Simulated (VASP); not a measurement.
Input of a VASP 6.6.1 run:

File INCAR:

```
SYSTEM = TlBTe2
ALGO     = Fast           ! electronic algorithm
EDIFF    = 1E-7           ! SCF threshold, eV
ENCUT    = 520            ! plane-wave cutoff, eV
GGA      = PE             ! functional
ISIF     = 2              ! what is computed and relaxed
ISMEAR   = 0              ! smearing method
LASPH    = .TRUE.         ! aspherical terms in the spheres
LCHARG   = .TRUE.         ! write CHGCAR
LELF     = .TRUE.         ! ELF
LREAL    = .FALSE.        ! projectors in reciprocal space
LVHAR    = .TRUE.       
LWAVE    = .FALSE.        ! write WAVECAR
NBANDS   = 22             ! bands
NELM     = 100            ! most SCF steps
PREC     = Accurate       ! precision mode
SIGMA    = 0.1            ! smearing width, eV
```

KPOINTS

```
k-points
0
G
  10 10 10
  0 0 0
```

POSCAR

```
TlBTe2
1.0
    4.4257685978      0.0000000000      0.0000000000
    0.0000000000      4.4257685978      0.0000000000
    0.0000000000      0.0000000000      5.5132974189
Tl B Te
1 1 2
Direct
    0.0000000000      0.0000000000      0.0000000000
    0.5000000000      0.5000000000      0.0000000000
    0.0000000000      0.5000000000      0.5000000000
    0.5000000000      0.0000000000      0.5000000000
```

Potentials or basis: VASP PAW PBE potentials, release 64 (Tl_d, B, Te).

Launch:

```console
$ cat potpaw_PBE.64/Tl_d/POTCAR potpaw_PBE.64/B/POTCAR potpaw_PBE.64/Te/POTCAR > POTCAR
$ mpirun -np 1 vasp_std > vasp.out
```

(1) Estimate the pressure.

(2) Estimate the band gap on the k mesh.

## Answers

(1) -0.1 GPa.

(2) none (metal or under the smearing width).
